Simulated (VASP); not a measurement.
Ag:

```
CELL_PARAMETERS angstrom
0.00000 2.06750 2.06750
2.06750 0.00000 2.06750
2.06750 2.06750 0.00000
ATOMIC_POSITIONS crystal
Ag 0.00000 0.00000 0.00000
```

```yaml
Program: VASP 6.6.1
Task: relaxation of cell and atoms
Functional: LDA
Potentials_or_basis: VASP PAW LDA potentials, release 64 (Ag)
Cutoff: 600 eV
k_mesh: 18 × 18 × 18
Occupations: gaussian, width 0.1 eV
Spin: no spin polarisation
```

At the start: pressure -10.3 GPa; volume 17.68 Å³/atom.

Problem. How do energy, volume and symmetry change on relaxing?

Solution. Over 6 steps the energy falls by 58.2 meV/atom and the volume is 16.04 Å³/atom (-9.2 %); space group Fm-3m (No. 225, to 0.05 Å).

Step by step:
| step | energy change (eV) | largest force (eV/Å) | pressure (GPa) | volume (Å³) |
| --- | --- | --- | --- | --- |
| 1 | 0.0000 | 0.0000 | -10.26 | 17.68 |
| 2 | -0.0194 | 0.0000 | 12.13 | 14.94 |
| 3 | -0.0582 | 0.0000 | -0.13 | 16.06 |
| 4 | -0.0582 | 0.0000 | 0.13 | 16.03 |
| 5 | -0.0582 | 0.0000 | -0.09 | 16.05 |
| 6 | -0.0582 | 0.0000 | -0.01 | 16.04 |

Final structure:
```
Ag
1.0
     0.00000    2.00182    2.00182
     2.00182    0.00000    2.00182
     2.00182    2.00182    0.00000
Ag
1
Direct
  0.00000 0.00000 0.00000
```
